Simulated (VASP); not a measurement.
Wanted: the native input for a VASP 6.6.1 run.

| Item | Value |
| --- | --- |
| Task | relaxation of cell and atoms |
| Functional | PBE |
| Potentials or basis | VASP PAW PBE potentials, release 64 (Al, N) |
| Cutoff | 520 eV |
| k mesh | 18 × 18 × 10 |
| Occupations | gaussian, width 0.02 eV |
| Spin | no spin polarisation |
| Further INCAR settings | ALGO = Normal; EDIFF = 1e-07; IBRION = 2; EDIFFG = -0.002; NSW = 80; ISIF = 3 |

The structure of AlN lies in POSCAR:

```
AlN
1.0
    3.1130000000      0.0000000000      0.0000000000
   -1.5565000000      2.6959370800      0.0000000000
    0.0000000000      0.0000000000      4.9810000000
Al N
2 2
Direct
    0.3333333300      0.6666666700      0.0000000000
    0.6666666700      0.3333333300      0.5000000000
    0.3333333300      0.6666666700      0.3800000000
    0.6666666700      0.3333333300      0.8800000000
```

The input as run:

INCAR

```
SYSTEM = AlN
ALGO = Normal ; EDIFF = 1E-7
EDIFFG = -0.002 ; ENCUT = 520
GGA = PE ; IBRION = 2
ISIF = 3 ; ISMEAR = 0
KPAR = 4 ; LASPH = .TRUE.
LCHARG = .FALSE. ; LREAL = .FALSE.
LWAVE = .FALSE. ; NELM = 80
NSW = 80 ; PREC = Accurate
SIGMA = 0.02
```

KPOINTS

```
k-points
0
G
  18 18 10
  0 0 0
```

Potentials or basis: VASP PAW PBE potentials, release 64 (Al, N).

Run with:

```sh
$ cat potpaw_PBE.64/Al/POTCAR potpaw_PBE.64/N/POTCAR > POTCAR
$ mpirun -np 4 vasp_std > vasp.out
```

It gave:

```yaml
Relaxed_volume: 10.63 Å³/atom
Relaxed_cell: a = 3.129 Å, b = 3.129 Å, c = 5.016 Å, α = 90.00°, β = 90.00°, γ = 120.00°
Space_group_after_relaxing_to_0.05_Å: P6_3mc (No. 186)
Energy_gained_by_relaxing: 2.2 meV/atom
Ionic_steps: 8
Pressure_after_relaxing: 0.0 GPa
Band_gap_on_the_k_mesh: 4.06 eV, direct
```

Wall time 44 s on 4 MPI ranks on Intel(R) Xeon(R) Platinum 8488C (Sapphire Rapids), on a shared host, peak memory 0.23 GiB a rank.
